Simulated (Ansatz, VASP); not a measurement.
## Cross-check of SiC between VASP and Ansatz

Aim: how closely do two programs agree when they are given the same cell, functional and k mesh? The cell is taken from a series of runs on this material, whose earlier steps may have relaxed, scaled, displaced or heated it; both programs get it as it stands.

Calculated with Ansatz 0.2.0; plane waves, with VASP 6.6.1 beside it; zone-centre phonons at PBE.

## (1) Starting point

It takes space group P6_3mc (No. 186, hexagonal). The conventional cell has a = 3.115 Å, b = 3.115 Å, c = 10.197 Å, α = 90.00°, β = 90.00°, γ = 120.00°. Nearest to C lie 4 Si at 1.91 to 1.92 Å. Nearest to C lie 4 Si at 1.91 Å. Nearest to Si lie 4 C at 1.91 to 1.92 Å. Si has 4 C at 1.91 Å nearest. Farther neighbours are not listed.

As a file:

```xyz
8
Lattice="3.1145 0.0000 0.0000 -1.5573 2.6972 0.0000 0.0000 0.0000 10.1969" Properties=species:S:1:pos:R:3 pbc="T T T"
C     1.5573    0.8991    7.6457
C     0.0000    1.7982    2.5472
C     0.0000    0.0000    5.1031
C     0.0000    0.0000    0.0046
Si    1.5573    0.8991    9.5633
Si    0.0000    1.7982    4.4648
Si    0.0000    0.0000    7.0144
Si    0.0000    0.0000    1.9159
```

## (2) VASP: zone-centre phonons, PBE

Second derivatives magnify differences that forces hide, and they need a tight electronic threshold.

Lines of VASP's logs that name or quote its potential files are left out, and so is its time.

The input, INCAR:

```
SYSTEM = SiC
PREC = Accurate
ENCUT = 600
EDIFF = 1E-08
NELM = 120
ISMEAR = 0
SIGMA = 0.01
LREAL = .FALSE.
ALGO = Normal
GGA = PE
NBANDS = 24
LORBIT = 11
LWAVE = .FALSE.
LCHARG = .FALSE.
ISIF = 2
IBRION = 8
LEPSILON = .TRUE.
LASPH = .TRUE.
GGA_COMPAT = .FALSE.
EFERMI = MIDGAP
KPAR = 2
```

The input, POSCAR:

```
SiC
1.0
    3.1145047741      0.0000000000      0.0000000000
   -1.5572523870      2.6972402546      0.0000000000
    0.0000000000      0.0000000000     10.1969448147
C Si
4 4
Direct
    0.6666666667      0.3333333333      0.7497985315
    0.3333333333      0.6666666667      0.2497985315
    0.0000000000      0.0000000000      0.5004501072
    0.0000000000      0.0000000000      0.0004501072
    0.6666666667      0.3333333333      0.9378601750
    0.3333333333      0.6666666667      0.4378601750
    0.0000000000      0.0000000000      0.6878901862
    0.0000000000      0.0000000000      0.1878901862
```

The input, KPOINTS:

```
Automatic mesh
0
Gamma
9 9 4
0 0 0
```

The projector-augmented-wave data sets are C and Si (PBE family, release 64).

Started as:

```sh
$ mpirun -np 2 vasp_std
```

Numbers of over 12 decimals in the logs are rounded to 6 here.

Log:

```text
[banner, memory and clock lines left out]
running    2 mpi-ranks, on    1 nodes
 distrk:  each k-point on    1 cores,    2 groups
 distr:  one band on    1 cores,    1 groups

 POSCAR found type information on POSCAR C Si
 POSCAR found :  2 types and       8 ions
 LDA part: xc-table for (Slater+PW92), standard interpolation
 POSCAR, INCAR and KPOINTS ok, starting setup
 FFT: planning ... GRIDC
 FFT: planning ... GRID_SOFT
 FFT: planning ... GRID
 WAVECAR not read
 entering main loop
       N       E                     dE             d eps       ncg     rms          rms(c)
DAV:   1     0.855588917632E+02    0.85559E+02   -0.15912E+04  1728   0.135E+03
DAV:   2    -0.594292102129E+02   -0.14499E+03   -0.13409E+03  2360   0.207E+02
DAV:   3    -0.671588087229E+02   -0.77296E+01   -0.76731E+01  2304   0.461E+01
DAV:   4    -0.672725416336E+02   -0.11373E+00   -0.11356E+00  2232   0.649E+00
DAV:   5    -0.672748941931E+02   -0.23526E-02   -0.23519E-02  2280   0.887E-01    0.169E+01
DAV:   6    -0.603907398324E+02    0.68842E+01   -0.20847E+01  2208   0.205E+01    0.751E+00
DAV:   7    -0.602633924868E+02    0.12735E+00   -0.19089E+00  2400   0.641E+00    0.329E+00
DAV:   8    -0.602336549051E+02    0.29738E-01   -0.10849E-01  2104   0.168E+00    0.977E-01
DAV:   9    -0.602312193320E+02    0.24356E-02   -0.16711E-02  2280   0.728E-01    0.165E-01
DAV:  10    -0.602317385252E+02   -0.51919E-03   -0.15163E-03  2256   0.201E-01    0.803E-02
DAV:  11    -0.602318259296E+02   -0.87404E-04   -0.24233E-04  2232   0.981E-02    0.164E-02
DAV:  12    -0.602318282535E+02   -0.23239E-05   -0.90970E-06  2200   0.178E-02    0.616E-03
DAV:  13    -0.602318293831E+02   -0.11296E-05   -0.72427E-07  2312   0.491E-03    0.208E-03
DAV:  14    -0.602318295452E+02   -0.16205E-06   -0.30682E-08  2048   0.962E-04    0.135E-03
DAV:  15    -0.602318295206E+02    0.24510E-07   -0.17560E-08  1760   0.779E-04    0.881E-05
DAV:  16    -0.602318295177E+02    0.29040E-08   -0.28748E-09  1488   0.302E-04
   1 F= -.60231830E+02 E0= -.60231830E+02  d E =0.000000E+00
 Linear response reoptimize wavefunctions to high precision
DAV:   1    -0.602318295236E+02   -0.58399E-08   -0.39849E-10  1544   0.139E-04
DAV:   2    -0.602318295236E+02    0.23192E-10   -0.84899E-11  1296   0.550E-05
 Linear response G [H, r] |phi>, progress :
  Direction:   1
       N       E                     dE             d eps       ncg     rms
RMM:   1    -0.150178168000E+03   -0.15018E+03    0.38986E+01  4463   0.757E+01
RMM:   2    -0.103255081624E+03    0.46923E+02   -0.17232E+01  2986   0.223E+01
RMM:   3    -0.103303160716E+03   -0.48079E-01   -0.67596E-01  3142   0.308E+00
RMM:   4    -0.103278084145E+03    0.25077E-01   -0.63913E-02  3297   0.558E-01
RMM:   5    -0.103273923045E+03    0.41611E-02   -0.97175E-03  3280   0.120E-01
RMM:   6    -0.103273184342E+03    0.73870E-03   -0.14942E-03  3348   0.306E-02
RMM:   7    -0.103273081445E+03    0.10290E-03   -0.42370E-04  3311   0.973E-03
RMM:   8    -0.103273061198E+03    0.20247E-04   -0.35858E-04  3417   0.481E-03
RMM:   9    -0.103273060295E+03    0.90266E-06   -0.28539E-04  3398   0.356E-03
RMM:  10    -0.103273062116E+03   -0.18202E-05   -0.21350E-04  3099   0.322E-03
RMM:  11    -0.103273063065E+03   -0.94925E-06   -0.27924E-04  2853   0.307E-03
RMM:  12    -0.103273065885E+03   -0.28204E-05   -0.26815E-04  2784   0.304E-03
RMM:  13    -0.103273065718E+03    0.16711E-06   -0.34357E-04  2713   0.302E-03
 Linear response G [H, r] |phi>, progress :
  Direction:   2
       N       E                     dE             d eps       ncg     rms
RMM:   1    -0.172030013726E+03   -0.17203E+03   -0.28317E+02  4334   0.726E+01
RMM:   2    -0.130038970797E+03    0.41991E+02   -0.11318E+01  2971   0.207E+01
RMM:   3    -0.130328118640E+03   -0.28915E+00   -0.81445E-02  3093   0.270E+00
RMM:   4    -0.130343252930E+03   -0.15134E-01    0.41908E-02  3282   0.459E-01
RMM:   5    -0.130347344063E+03   -0.40911E-02    0.92477E-03  3259   0.912E-02
RMM:   6    -0.130348113926E+03   -0.76986E-03    0.19583E-03  3343   0.227E-02
RMM:   7    -0.130348281281E+03   -0.16735E-03    0.33828E-04  3296   0.838E-03
RMM:   8    -0.130348317942E+03   -0.36661E-04    0.71351E-05  3397   0.544E-03
RMM:   9    -0.130348325179E+03   -0.72371E-05    0.33838E-04  3355   0.482E-03
RMM:  10    -0.130348326070E+03   -0.89086E-06   -0.74789E-05  2980   0.466E-03
RMM:  11    -0.130348323734E+03    0.23357E-05   -0.83086E-05  2778   0.461E-03
RMM:  12    -0.130348323407E+03    0.32693E-06   -0.89625E-05  2689   0.459E-03
 Linear response G [H, r] |phi>, progress :
  Direction:   3
       N       E                     dE             d eps       ncg     rms
RMM:   1    -0.185057144638E+03   -0.18506E+03   -0.24295E+02  4463   0.760E+01
RMM:   2    -0.116551165769E+03    0.68506E+02   -0.18213E+01  2951   0.227E+01
RMM:   3    -0.116636297313E+03   -0.85132E-01   -0.36741E-01  3087   0.306E+00
RMM:   4    -0.116636258037E+03    0.39277E-04   -0.46833E-04  3248   0.519E-01
[...]
first order change of Fermi-energy   0.15216E+00
 force on displaced ion       1 direction 3 :   0.000  -0.000 -24.539
 Born effective charge ion    1 direction 3 :   0.000   0.000  -2.706
 Linear response progress:
  Degree of freedom:   3/  8
       N       E                     dE             d eps       ncg     rms          rms(c)
[...]
RMM:  16    -0.140221848881E+00   -0.16276E-08    0.95376E-07  3226   0.702E-05    0.480E-08
 first order change of Fermi-energy   0.34414E+00
 force on displaced ion       3 direction 3 :  -0.000   0.000 -24.990
 Born effective charge ion    3 direction 3 :   0.000   0.000  -2.778
 Linear response progress:
  Degree of freedom:   5/  8
       N       E                     dE             d eps       ncg     rms          rms(c)
RMM:   1    -0.178867814751E-01   -0.17887E-01   -0.17626E-03 19523   0.786E-01
RMM:   2    -0.146087442223E-01    0.32780E-02   -0.12456E-03 12993   0.213E-01    0.120E-01
RMM:   3    -0.145114626298E-01    0.97282E-04    0.12294E-04 13653   0.518E-02    0.705E-02
RMM:   4    -0.145266047379E-01   -0.15142E-04    0.16032E-04 12878   0.518E-02    0.807E-03
RMM:   5    -0.145174920359E-01    0.91127E-05   -0.18230E-05 13824   0.110E-02    0.255E-03
RMM:   6    -0.145124880723E-01    0.50040E-05    0.31951E-06 14002   0.282E-03    0.975E-04
RMM:   7    -0.145114433902E-01    0.10447E-05    0.21671E-06 14388   0.536E-04    0.139E-04
RMM:   8    -0.145112624528E-01    0.18094E-06    0.30608E-07 14523   0.158E-04    0.332E-05
RMM:   9    -0.145113594802E-01   -0.97027E-07    0.19836E-07 14483   0.644E-05    0.803E-06
RMM:  10    -0.145113611828E-01   -0.17026E-08    0.12351E-08 15059   0.297E-05    0.309E-06
 first order change of Fermi-energy  -0.41002E+00
 force on displaced ion       5 direction 1 : -18.392  -0.000  -0.000
 Born effective charge ion    5 direction 1 :   2.640  -0.000  -0.000
 Linear response progress:
  Degree of freedom:   6/  8
       N       E                     dE             d eps       ncg     rms          rms(c)
RMM:   1    -0.430561970122E-01   -0.43056E-01    0.43889E-02  5716   0.118E+00
RMM:   2    -0.345995673117E-01    0.84566E-02   -0.37831E-03  3457   0.371E-01    0.143E-01
RMM:   3    -0.340277751372E-01    0.57179E-03   -0.97806E-04  3732   0.104E-01    0.834E-02
RMM:   4    -0.337418363900E-01    0.28594E-03   -0.78398E-04  3858   0.843E-02    0.264E-02
RMM:   5    -0.337032119905E-01    0.38624E-04   -0.82403E-05  3789   0.289E-02    0.661E-03
RMM:   6    -0.337145169623E-01   -0.11305E-04   -0.19776E-05  3709   0.940E-03    0.301E-03
RMM:   7    -0.337152597880E-01   -0.74283E-06    0.73132E-06  3751   0.311E-03    0.120E-03
RMM:   8    -0.337189944431E-01   -0.37347E-05    0.48505E-07  3772   0.141E-03    0.315E-04
RMM:   9    -0.337188264679E-01    0.16798E-06    0.20799E-06  3888   0.292E-04    0.154E-04
RMM:  10    -0.337188913387E-01   -0.64871E-07    0.89053E-07  3772   0.222E-04    0.289E-05
RMM:  11    -0.337188825944E-01    0.87443E-08    0.19134E-06  3888   0.837E-05    0.968E-06
RMM:  12    -0.337189517683E-01   -0.69174E-07    0.51457E-07  3886   0.462E-05    0.478E-06
RMM:  13    -0.337189383551E-01    0.13413E-07    0.17714E-07  4025   0.389E-05    0.182E-06
RMM:  14    -0.337189130824E-01    0.25273E-07    0.61475E-07  3906   0.341E-05    0.492E-07
RMM:  15    -0.337189326822E-01   -0.19600E-07    0.22223E-07  3632   0.333E-05    0.157E-07
RMM:  16    -0.337189400327E-01   -0.73505E-08    0.26848E-07  3152   0.330E-05    0.636E-08
 first order change of Fermi-energy  -0.31143E+00
 force on displaced ion       5 direction 3 :  -0.000  -0.000 -28.344
 Born effective charge ion    5 direction 3 :   0.000  -0.000   2.606
 Linear response progress:
  Degree of freedom:   7/  8
       N       E                     dE             d eps       ncg     rms          rms(c)
RMM:   1    -0.180373505794E-01   -0.18037E-01   -0.20137E-03 19483   0.790E-01
RMM:   2    -0.147100819826E-01    0.33273E-02   -0.18164E-03 12975   0.215E-01    0.120E-01
RMM:   3    -0.146089971323E-01    0.10108E-03   -0.34498E-04 13658   0.521E-02    0.704E-02
RMM:   4    -0.146288228560E-01   -0.19826E-04   -0.34218E-04 12906   0.516E-02    0.803E-03
RMM:   5    -0.145680153291E-01    0.60808E-04    0.85930E-06 13877   0.110E-02    0.256E-03
RMM:   6    -0.145661564876E-01    0.18588E-05   -0.20804E-06 14059   0.280E-03    0.952E-04
RMM:   7    -0.145651541339E-01    0.10024E-05   -0.97764E-07 14390   0.527E-04    0.144E-04
RMM:   8    -0.145646719649E-01    0.48217E-06    0.61845E-07 14541   0.163E-04    0.328E-05
RMM:   9    -0.145648177871E-01   -0.14582E-06    0.10016E-07 14481   0.679E-05    0.755E-06
RMM:  10    -0.145647952708E-01    0.22516E-07    0.57193E-08 15019   0.333E-05    0.329E-06
RMM:  11    -0.145647906721E-01    0.45987E-08    0.84302E-08 14736   0.259E-05    0.647E-07
 first order change of Fermi-energy   0.43112E+00
 force on displaced ion       7 direction 1 : -18.554  -0.001  -0.000
 Born effective charge ion    7 direction 1 :   2.648  -0.000  -0.000
 Linear response progress:
  Degree of freedom:   8/  8
       N       E                     dE             d eps       ncg     rms          rms(c)
RMM:   1    -0.447782650297E-01   -0.44778E-01    0.28091E-02  5750   0.119E+00
RMM:   2    -0.347819690632E-01    0.99963E-02   -0.60321E-03  3471   0.376E-01    0.144E-01
RMM:   3    -0.339918714760E-01    0.79010E-03   -0.12894E-03  3755   0.107E-01    0.840E-02
RMM:   4    -0.336228639554E-01    0.36901E-03   -0.40778E-04  3860   0.857E-02    0.273E-02
RMM:   5    -0.336124724652E-01    0.10391E-04    0.21329E-05  3808   0.300E-02    0.703E-03
RMM:   6    -0.336359707299E-01   -0.23498E-04   -0.18614E-05  3720   0.994E-03    0.317E-03
RMM:   7    -0.336382806763E-01   -0.23099E-05   -0.82427E-06  3764   0.340E-03    0.127E-03
RMM:   8    -0.336431159454E-01   -0.48353E-05   -0.22539E-05  3770   0.148E-03    0.373E-04
RMM:   9    -0.336423297934E-01    0.78615E-06   -0.14425E-05  3875   0.333E-04    0.151E-04
RMM:  10    -0.336421298211E-01    0.19997E-06   -0.12332E-05  3805   0.230E-04    0.319E-05
RMM:  11    -0.336419198916E-01    0.20993E-06   -0.11211E-05  3884   0.957E-05    0.104E-05
RMM:  12    -0.336418503840E-01    0.69508E-07   -0.10668E-05  3906   0.521E-05    0.483E-06
RMM:  13    -0.336416161220E-01    0.23426E-06   -0.71721E-06  3984   0.460E-05    0.239E-06
RMM:  14    -0.336416025370E-01    0.13585E-07   -0.72723E-06  3999   0.408E-05    0.534E-07
RMM:  15    -0.336415962991E-01    0.62379E-08   -0.69962E-06  3636   0.397E-05    0.162E-07
RMM:  16    -0.336416064494E-01   -0.10150E-07   -0.71413E-06  3240   0.394E-05    0.715E-08
 first order change of Fermi-energy  -0.18485E+00
 force on displaced ion       7 direction 3 :   0.000  -0.000 -28.487
 Born effective charge ion    7 direction 3 :   0.000   0.000   2.878
 Born effective charges drift removed
 Linear response finished
```

(Part 1 of 3 ends here.)

[Lines on the potential files, build, host, timing and source positions are cut from VASP's logs without a mark.]

[Logs are printed without paths, hosts, clocks, repeated set-up lines and the standing remarks that a program may print on its own settings, such as how far it seeks lower states.]

[Hosts, paths, dates, database ids (printed as entryN), source tags and the programs' standing remarks are cut or masked in the printed files.]
